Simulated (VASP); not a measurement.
An input for Ansatz (written as the equivalent of a VASP run, and not itself run):

Ansatz 0.2 input:
```yaml
crystal:
  lattice:
    - [0.0000000, 2.8815000, 2.8815000]
    - [2.8815000, 0.0000000, 2.8815000]
    - [2.8815000, 2.8815000, 0.0000000]
  atoms:
    - { symbol: Ga, position: [0.0000000, 0.0000000, 0.0000000] }
    - { symbol: As, position: [0.2500000, 0.2500000, 0.2500000] }
kpoints:
  mp_grid: { grid: [7, 7, 7] }
hamiltonian:
  xc: pbe
  pseudopotentials: { kind: paw }
scf:
  occupations: { method: gaussian, width: 0.05 }
  max_iter: 100
output: { forces: true, stress: true, eigenvalues: true }
```

Task: Translate this input to VASP (INCAR, KPOINTS, POSCAR, choice of POTCAR).

Result: One answer among several that fit: 
### INCAR
```
SYSTEM = GaAs
PREC = Accurate
ENCUT = 400
EDIFF = 1E-6
NELM = 100
ALGO = Normal
LREAL = .FALSE.
LASPH = .TRUE.
ISMEAR = 0
SIGMA = 0.05
GGA = PE
LMAXMIX = 4
LWAVE = .FALSE.
LCHARG = .FALSE.
ISIF = 2
```

**KPOINTS**
```
Automatic mesh
0
Gamma
7 7 7
0 0 0
```

POSCAR:
```
GaAs
1
    0.0000000000     2.8815000000     2.8815000000
    2.8815000000     0.0000000000     2.8815000000
    2.8815000000     2.8815000000     0.0000000000
Ga As
1 1
Direct
  0.0000000000   0.0000000000   0.0000000000
  0.2500000000   0.2500000000   0.2500000000
```

POTCAR, in this order: Ga_d As (PBE.64 set). Program: vasp_std.

What does not carry over: each code has its own PAW files, so the cut-off isn't converted (ENCUT is set for VASP's; basis.ecutwfc is left out, and Ansatz then takes the one that its files recommend); Ansatz stops its SCF on the density residual and VASP on the energy change (EDIFF).

The compound is GaAs in the zinc blende structure. The cell was not relaxed at this level.
